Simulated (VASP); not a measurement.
Input:

```
HfB2
1.0
    1.57000    -2.71932     0.00000
    1.57000     2.71932     0.00000
    0.00000     0.00000     3.48000
Hf B
1 2
Direct
  0.00000   0.00000   0.00000
  0.33333   0.66667   0.50000
  0.66667   0.33333   0.50000
```

The numbers are results of PBE GGA, VASP's PBE PAW potentials (set 64) (plane waves; VASP), not measurements. Run with EDIFF = 1E-2, 520 eV cut-off, 10×10×8 Γ-centred mesh, first-order Methfessel-Paxton smearing of 0.10 eV, potentials Hf_pv B.

**Question.** Give the stress tensor in GPa (positive for a compressed cell).

**Answer.** 
```
1.07  0.00  0.00
0.00  1.07  0.00
0.00  0.00  1.50
```
The pressure is its mean diagonal, 1.22 GPa.

The compound is HfB2 in the AlB2 type structure. The cell was not relaxed at this level. The run is one of a series of settings (EDIFF = 1E-2 against the base run), some of them coarse on purpose.
